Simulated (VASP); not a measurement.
OSZICAR of a VASP run on WC (wc):

**OSZICAR**
```
       N       E                     dE             d eps       ncg     rms          rms(c)
DAV:   1     0.114842756217E+03    0.11484E+03   -0.98916E+03  4384   0.154E+03
DAV:   2    -0.179048272935E+02   -0.13275E+03   -0.12908E+03  4983   0.382E+02
DAV:   3    -0.219284430440E+02   -0.40236E+01   -0.39873E+01  5344   0.616E+01
DAV:   4    -0.219677379772E+02   -0.39295E-01   -0.39259E-01  4778   0.642E+00
DAV:   5    -0.219680762492E+02   -0.33827E-03   -0.33826E-03  5173   0.604E-01    0.325E+01
DAV:   6    -0.191456947252E+02    0.28224E+01   -0.88612E+00  4933   0.308E+01    0.883E+00
DAV:   7    -0.190812292884E+02    0.64465E-01   -0.38836E-01  4533   0.560E+00    0.609E+00
DAV:   8    -0.190551703663E+02    0.26059E-01   -0.66513E-02  4888   0.238E+00    0.779E-01
DAV:   9    -0.190541787181E+02    0.99165E-03   -0.36261E-03  4673   0.454E-01    0.143E-01
DAV:  10    -0.190541205428E+02    0.58175E-04   -0.28912E-04  5078   0.229E-01    0.714E-02
DAV:  11    -0.190541192454E+02    0.12974E-05   -0.23651E-05  4753   0.445E-02    0.118E-02
DAV:  12    -0.190541179996E+02    0.12458E-05   -0.57406E-06  4798   0.224E-02    0.331E-03
DAV:  13    -0.190541180220E+02   -0.22393E-07   -0.11918E-07  2994   0.369E-03
   1 F= -.19054118E+02 E0= -.19054132E+02  d E =-.190541E+02
       N       E                     dE             d eps       ncg     rms          rms(c)
DAV:   1    -0.190552351885E+02   -0.11172E-02   -0.41535E-02  4388   0.245E+00    0.170E-01
DAV:   2    -0.190543794999E+02    0.85569E-03   -0.17697E-03  4638   0.421E-01    0.911E-02
DAV:   3    -0.190540679089E+02    0.31159E-03   -0.63346E-04  4708   0.232E-01    0.294E-02
DAV:   4    -0.190540650195E+02    0.28894E-05   -0.27250E-05  4818   0.511E-02    0.135E-02
DAV:   5    -0.190540645948E+02    0.42475E-06   -0.23457E-06  4693   0.149E-02    0.273E-03
DAV:   6    -0.190540645457E+02    0.49110E-07   -0.31606E-07  4294   0.558E-03
   2 F= -.19054065E+02 E0= -.19054080E+02  d E =0.534763E-04
       N       E                     dE             d eps       ncg     rms          rms(c)
DAV:   1    -0.190545668140E+02   -0.50222E-03   -0.13291E-02  4388   0.139E+00    0.966E-02
DAV:   2    -0.190542917268E+02    0.27509E-03   -0.56849E-04  4638   0.239E-01    0.515E-02
DAV:   3    -0.190541929702E+02    0.98757E-04   -0.19796E-04  4708   0.130E-01    0.171E-02
DAV:   4    -0.190541917577E+02    0.12125E-05   -0.90668E-06  4838   0.294E-02    0.778E-03
DAV:   5    -0.190541914966E+02    0.26113E-06   -0.77816E-07  4663   0.867E-03    0.158E-03
DAV:   6    -0.190541914536E+02    0.42984E-07   -0.92708E-08  2391   0.317E-03
   3 F= -.19054191E+02 E0= -.19054207E+02  d E =-.734316E-04
```

**Question.** Which electronic solver shows in the log?

**Answer.** It is blocked Davidson (ALGO = Normal, or the opening steps of other solvers). The INCAR had ALGO = Normal.

**Question.** Can the final energy be trusted as converged?

**Answer.** The run converged. It stopped with EDIFF = 1E-7, NELM = 100, NSW = 30 and EDIFFG = -0.01 after 3 ionic steps (vdW-DF-cx, plane waves, VASP's PBE PAW potentials (set 64)).

The compound is WC in the wc structure. This run relaxes it. Symmetry was kept, so distortions that lower it aren't found.
